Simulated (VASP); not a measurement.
# ScSi2 (P6/mmm) in VASP: density of states with PBE

Aim: the density of states of ScSi2 with PBE.

Everything below comes from runs of VASP 6.6.1. Logs are shortened: lines on timing, memory, paths and dates and some standing lists are left out, and cuts for length are marked.

### 1 Starting point

The structure is hexagonal, space group P6/mmm (No. 191). Conventional cell: a = 3.720 Å, b = 3.720 Å, c = 3.933 Å, α = 90.00°, β = 90.00°, γ = 120.00°. Sc (site symmetry 6/mmm) has 12 Si at 2.91 Å as nearest neighbours. Si (site symmetry -6m2) is surrounded by 3 Si at 2.15 Å.

### 2 Density of states, PBE

Contents of POSCAR:

```
ScSi2
1.0
    3.7198358300      0.0000000000      0.0000000000
   -1.8599179100      3.2214693000      0.0000000000
    0.0000000000      0.0000000000      3.9332690300
Sc Si
1 2
Direct
    0.0000000000      0.0000000000      0.0000000000
    0.3333000000      0.6667000000      0.5000000000
    0.6666000000      0.3333000000      0.5000000000
```

Contents of INCAR.step1:

```
SYSTEM = ScSi2
PREC = Accurate
ENCUT = 520
EDIFF = 1E-6
ISMEAR = -1
SIGMA = 0.03
LREAL = .FALSE.
LASPH = .TRUE.
NELM = 100
ALGO = Fast
ISIF = 2
LWAVE = .FALSE.
LCHARG = .TRUE.
LMAXMIX = 4
GGA = PE
NBANDS = 16
```

Contents of KPOINTS.step1:

```
regular mesh
0
G
  10 10 9
  0 0 0
```

Contents of INCAR.step2:

```
SYSTEM = ScSi2
PREC = Accurate
ENCUT = 520
EDIFF = 1E-6
ISMEAR = -5
SIGMA = 0.03
LREAL = .FALSE.
LASPH = .TRUE.
NELM = 100
ALGO = Fast
ISIF = 2
LWAVE = .FALSE.
LCHARG = .FALSE.
LMAXMIX = 4
GGA = PE
LORBIT = 11
NBANDS = 16
NEDOS = 1001
ICHARG = 11
```

Contents of KPOINTS.step2:

```
regular mesh
0
G
  15 15 14
  0 0 0
```

Potentials or basis: VASP PAW PBE potentials, release 64 (Sc_sv, Si).

The run is started by

```
$ cat potpaw_PBE.64/Sc_sv/POTCAR potpaw_PBE.64/Si/POTCAR > POTCAR
$ cp INCAR.step1 INCAR
$ cp KPOINTS.step1 KPOINTS
$ mpirun -np 1 vasp_std > vasp.out
$ cp INCAR.step2 INCAR
$ cp KPOINTS.step2 KPOINTS
$ mpirun -np 1 vasp_std > vasp.out
```

OUTCAR:

```text
SYSTEM = ScSi2
   PREC = Accurate
   ENCUT = 520
   EDIFF = 1E-6
   ISMEAR = -5
   LREAL = .FALSE.
   LASPH = .TRUE.
   NELM = 100
   ISIF = 2
   GGA = PE
   LORBIT = 11
   ICHARG = 11

 ion  position               nearest neighbor table
   1  0.000  0.000  0.000-   2 2.91   2 2.91   3 2.91   3 2.91   2 2.91   2 2.91   3 2.91   3 2.91
                             3 2.91   3 2.91   2 2.91   2 2.91
   2  0.333  0.667  0.500-   3 2.15   3 2.15   3 2.15   1 2.91   1 2.91   1 2.91   1 2.91   1 2.91
                             1 2.91
   3  0.667  0.333  0.500-   2 2.15   2 2.15   2 2.15   1 2.91   1 2.91   1 2.91   1 2.91   1 2.91
                             1 2.91

  LATTYP: Found a hexagonal cell.
 ALAT       =     3.7198358300
 C/A-ratio  =     1.0573770483

  Lattice vectors:

 A1 = (   3.7198358300,   0.0000000000,   0.0000000000)
 A2 = (  -1.8599179100,   3.2214693000,   0.0000000000)
 A3 = (   0.0000000000,   0.0000000000,   3.9332690300)

Analysis of symmetry for initial positions (statically):
=====================================================================
 Subroutine PRICEL returns:
 Original cell was already a primitive cell.

 Routine SETGRP: Setting up the symmetry group for a
 hexagonal supercell.

 Subroutine GETGRP returns: Found  4 space group operations
 (whereof  4 operations were pure point group operations)
 out of a pool of 24 trial point group operations.

The static configuration has the point symmetry C_2v.

Analysis of symmetry for dynamics (positions and initial velocities):
=====================================================================
 Subroutine PRICEL returns:
 Original cell was already a primitive cell.

 Routine SETGRP: Setting up the symmetry group for a
 hexagonal supercell.

 Subroutine GETGRP returns: Found  4 space group operations
 (whereof  4 operations were pure point group operations)
 out of a pool of 24 trial point group operations.

The dynamic configuration has the point symmetry C_2v.

 Subroutine INISYM returns: Found  4 space group operations
 (whereof  4 operations are pure point group operations),
 and found     1 'primitive' translations

----------------------------------------------------------------------------------------

                                     Primitive cell

  volume of cell :      47.1337

  direct lattice vectors                    reciprocal lattice vectors
     3.719835830  0.000000000  0.000000000     0.268829068  0.155208680  0.000000000
    -1.859917910  3.221469300  0.000000000     0.000000000  0.310417361  0.000000000
     0.000000000  0.000000000  3.933269030     0.000000000  0.000000000  0.254241445

  length of vectors
     3.719835830  3.719833206  3.933269030     0.310417142  0.310417361  0.254241445

  position of ions in fractional coordinates (direct lattice)
     0.000000000  0.000000000  0.000000000
     0.333300000  0.666700000  0.500000000
     0.666600000  0.333300000  0.500000000

  ion indices of the primitive-cell ions
   primitive index   ion index
                 1           1
                 2           2
                 3           3

----------------------------------------------------------------------------------------

 KPOINTS: regular mesh

Automatic generation of k-mesh.
 Grid dimensions read from file:
 generate k-points for:   15   15   14

 Generating k-lattice:

  Cartesian coordinates                     Fractional coordinates (reciprocal lattice)
     0.017921938  0.010347245  0.000000000     0.066666667 -0.000000000  0.000000000
     0.000000000  0.020694491  0.000000000     0.000000000  0.066666667  0.000000000
     0.000000000  0.000000000  0.018160103     0.000000000  0.000000000  0.071428571

  Length of vectors
     0.020694476  0.020694491  0.018160103

  Shift w.r.t. Gamma in fractional coordinates (k-lattice)
     0.000000000  0.000000000  0.000000000

 TETIRR: Found   7959 inequivalent tetrahedra from    18900

 Subroutine IBZKPT returns following result:
 ===========================================

 Found    512 irreducible k-points:

 Following reciprocal coordinates:
            Coordinates               Weight
  0.000000  0.000000  0.000000      1.000000
  0.066667  0.000000  0.000000      4.000000
  0.000000  0.066667  0.000000      2.000000
  0.133333  0.000000  0.000000      4.000000
  0.000000  0.133333  0.000000      2.000000
  0.200000  0.000000  0.000000      4.000000
[... 16 lines left out ...]
 -0.266667  0.200000  0.000000      4.000000
  0.266667  0.066667  0.000000      4.000000
 [... further k-points ...]
   k-points           NKPTS =    512   k-points in BZ     NKDIM =    512   number of bands    NBANDS=     16
   number of dos      NEDOS =   1001   number of ions     NIONS =      3
   total plane-waves  NPLWV =  23520
   dimension x,y,z NGX =    28 NGY =   28 NGZ =   30
   dimension x,y,z NGXF=    56 NGYF=   56 NGZF=   60
   ions per type =               1   2
   NGX,Y,Z   is equivalent  to a cutoff of  12.51, 12.51, 12.68 a.u.
   NGXF,Y,Z  is equivalent  to a cutoff of  25.03, 25.03, 25.36 a.u.
 SYSTEM =  ScSi2
   PREC   = accura    normal or accurate (medium, high low for compatibility)
   ISTART =      0    job   : 0-new  1-cont  2-samecut
   ICHARG =     11    charge: 1-file 2-atom 10-const
   ISPIN  =      1    spin polarized calculation?
   LNONCOLLINEAR =      F non collinear calculations
   LSORBIT =      F    spin-orbit coupling
   LASPH  =      T    aspherical Exc in radial PAW
   ENCUT  =  520.0 eV  38.22 Ry    6.18 a.u.   6.92  6.92  7.31*2*pi/ulx,y,z
   NELM   =    100;   NELMIN=  2; NELMDL=  0     # of ELM steps
   EDIFF  = 0.1E-05   stopping-criterion for ELM
   LREAL  =      F    real-space projection
   EDIFFG = 0.1E-04   stopping-criterion for IOM
   NSW    =      0    number of steps for IOM
   IBRION =     -1    ionic relax: 0-MD 1-quasi-New 2-CG
   NFREE  =      0    steps in history (QN), initial steepest desc. (CG)
   ISIF   =      2    stress and relaxation
   ISYM   =      2    0-nonsym 1-usesym 2-fastsym
   POTIM  = 0.5000    time-step for ionic-motion
   TEBEG  =    0.0;   TEEND  =   0.0 temperature during run
   PSTRESS=    0.0 pullay stress
   NELECT =      19.0000    total number of electrons
   NUPDOWN=      -1.0000    fix difference up-down
   EMIN   =  10.00;   EMAX   =-10.00  energy-range for DOS
   EFERMI =   0.00;   METHOD = LEGACY
   ISMEAR =    -5;   SIGMA  =   0.03  broadening in eV -4-tet -1-fermi 0-gaus
   EFERMI_NEDOS =   21; number of points for ismear=-14 and -15
   IALGO  =     68    algorithm
   IMIX   =      4    mixing-type and parameters
     AMIX     =   0.40;   BMIX     =  1.00
     AMIX_MAG =   1.60;   BMIX_MAG =  1.00
  volume/ion in A,a.u.               =      15.71       106.02
  Fermi-wavevector in a.u.,A,eV,Ry     =   1.209341  2.285324 19.898608  1.462506
  Thomas-Fermi vector in A             =   2.344922
   LORBIT       =     11    0 simple, 1 ext, 2 COOP (PROOUT), +10 PAW based schemes
   GGA     = PE    functional components
   LHFCALC =     F    Hartree Fock is set to
   AEXX    =    0.0000 exact exchange contribution
   IVDW    =     0    specifies the selected vdW correction
   LEPSILON=     F    determine dielectric tensor
   LRPA    =     F    only Hartree local field effects (RPA)
 non-spin polarized calculation
 RMM-DIIS sequential band-by-band and
 Fermi weights with tetrahedron method with Bloechl corrections
  energy-cutoff  :      520.00
  volume of cell :       47.13
 maximum number of plane-waves:      1285

 number of electron      18.9999998 magnetization

 Free energy of the ion-electron system (eV)
  ---------------------------------------------------
  ext. energy  EPLUGINS =         0.00000000
  ---------------------------------------------------
  free energy    TOTEN  =       -17.64146516 eV

  energy without entropy =      -17.64146516  energy(sigma->0) =      -17.64146516

 E-fermi :   8.7166     XC(G=0): -11.0266

 val. band max:        8.7389884533   @ k =  -0.4667   0.4000   0.0000
 cond. band min:       8.5905161502   @ k =   0.0000   0.0000   0.2143
 fundamental gap:     -0.1484723031
 Fermi energy:         8.7166123611

 k-point     1 :       0.0000    0.0000    0.0000
  band No.  band energies     occupation
      1     -41.0026      2.00000
      2     -19.6763      2.00000
      3     -19.6342      2.00000
      4     -19.6342      2.00000
      5      -4.8456      2.00000
      6       5.2126      2.00000
[... 8 lines left out ...]
     15      11.2188      0.00000
     16      11.2192      0.00000

 k-point     2 :       0.0667    0.0000    0.0000
  band No.  band energies     occupation
      1     -41.0022      2.00000
      2     -19.6755      2.00000
      3     -19.6388      2.00000
      4     -19.6352      2.00000
      5      -4.7834      2.00000
      6       4.9594      2.00000
[... 8 lines left out ...]
     15      11.2749      0.00000
     16      11.3720      0.00000

 k-point     3 :       0.0000    0.0667    0.0000
  band No.  band energies     occupation
      1     -41.0022      2.00000
      2     -19.6755      2.00000
      3     -19.6387      2.00000
      4     -19.6353      2.00000
      5      -4.7834      2.00000
      6       4.9585      2.00000
[... 8 lines left out ...]
     15      11.2746      0.00000
     16      11.3723      0.00000
[... 362 lines left out ...]
 k-point    23 :      -0.2667    0.2000    0.0000
  band No.  band energies     occupation
      1     -40.9987      2.00000
      2     -19.6822      2.00000
      3     -19.6685      2.00000
      4     -19.6466      2.00000
      5      -4.0518      2.00000
      6       2.5026      2.00000
[... 8 lines left out ...]
     15      12.4105      0.00000
     16      13.2940      0.00000

 k-point    24 :       0.2667    0.0667    0.0000
  band No.  band energies     occupation
      1     -40.9970      2.00000
      2     -19.7024      2.00000
      3     -19.6651      2.00000
      4     -19.6520      2.00000
      5      -3.5806      2.00000
      6       1.4846      2.00000
[... 8 lines left out ...]
     15      13.1501      0.00000
     16      13.2744      0.00000

 [... further k-points ...]

------------------------ aborting loop because EDIFF is reached ----------------------------------------

  FORCE on cell =-STRESS in cart. coord.  units (eV):
  Direction    XX          YY          ZZ          XY          YZ          ZX
  --------------------------------------------------------------------------------------
  -------------------------------------------------------------------------------------
  Total        7.5360612      7.5463657     -0.9136923      0.0000000      0.0000000      0.0000000
  in kB      256.1672341    256.5175058    -31.0584016      0.0000004      0.0000000      0.0000000
  external PRESSURE =     160.5421127 kB  Pullay stress =       0.0000000 kB

 VOLUME and BASIS-vectors are now :
 -----------------------------------------------------------------------------
  energy-cutoff  :      520.00
  volume of cell :       47.13
      direct lattice vectors                 reciprocal lattice vectors
     3.719835830  0.000000000  0.000000000     0.268829068  0.155208680  0.000000000
    -1.859917910  3.221469300  0.000000000     0.000000000  0.310417361  0.000000000
     0.000000000  0.000000000  3.933269030     0.000000000  0.000000000  0.254241445

 POSITION                                       TOTAL-FORCE (eV/Angst)
 -----------------------------------------------------------------------------------
      0.00000      0.00000      0.00000        -0.000711      0.000000      0.000000
     -0.00019      2.14775      1.96663         0.000355     -0.004780      0.000000
      1.85973      1.07372      1.96663         0.000355      0.004780      0.000000
 -----------------------------------------------------------------------------------
    total drift:                                0.000002     -0.000000     -0.000000

  FREE ENERGIE OF THE ION-ELECTRON SYSTEM (eV)
  ---------------------------------------------------
  free  energy   TOTEN  =       -17.6414651569 eV

  energy  without entropy=      -17.6414651569  energy(sigma->0) =      -17.64146516

 total charge

# of ion       s       p       d       tot
------------------------------------------
    1        2.152   6.112   1.204   9.468
    2        0.755   1.060   0.000   1.815
    3        0.755   1.060   0.000   1.815
--------------------------------------------------
tot          3.662   8.232   1.204  13.098
```

Wall time 3.8 min (1 thread of Intel Xeon Platinum 8488C (Sapphire Rapids), shared host); peak memory 0.46 GiB.

What came out:

```yaml
Valence_electrons_inside_the_program's_atomic_spheres: Sc 9.47; Si 1.81
```

Levels at points of the mesh, in eV from the Fermi level:
| k point | band 6 | band 7 | band 8 | band 9 | band 10 | band 11 | band 12 | band 13 |
| --- | --- | --- | --- | --- | --- | --- | --- | --- |
| (0.00, 0.00, 0.00) | -3.50 | -3.38 | -3.38 | -1.93 | 0.88 | 1.07 | 1.07 | 1.58 |
| (0.00, 0.00, 0.50) | -7.12 | -2.58 | -2.58 | -1.02 | -1.02 | 0.35 | 0.35 | 1.64 |

States per cell in windows of 1 eV (zero at the Fermi level; states under -8 eV left out):
```tsv
from (eV)	total	Sc1_d	Si2_p	Si3_p	Sc1_p	Si2_s	Si3_s
-8.0	0.38	0.01	0.04	0.04	0.00	0.05	0.05
-7.0	0.71	0.02	0.10	0.10	0.01	0.03	0.03
-6.0	1.16	0.05	0.18	0.18	0.02	0.03	0.03
-5.0	1.52	0.08	0.25	0.25	0.05	0.01	0.01
-4.0	1.36	0.16	0.19	0.19	0.04	0.00	0.00
-3.0	0.79	0.19	0.06	0.06	0.02	0.00	0.00
-2.0	0.91	0.30	0.05	0.05	0.01	0.01	0.01
-1.0	1.18	0.33	0.06	0.06	0.01	0.03	0.03
0.0	1.65	0.66	0.07	0.07	0.02	0.03	0.03
1.0	3.10	1.64	0.07	0.07	0.04	0.05	0.05
2.0	3.69	2.32	0.08	0.08	0.05	0.07	0.07
3.0	2.34	1.04	0.09	0.09	0.09	0.07	0.07
4.0	1.74	0.60	0.10	0.10	0.08	0.03	0.03
5.0	0.54	0.19	0.04	0.04	0.02	0.00	0.00
6.0	0.02	0.00	0.00	0.00	0.00	0.00	0.00
7.0	0.00	0.00	0.00	0.00	0.00	0.00	0.00
```

Caveat: tetrahedron occupations give inexact forces and stress in metals.
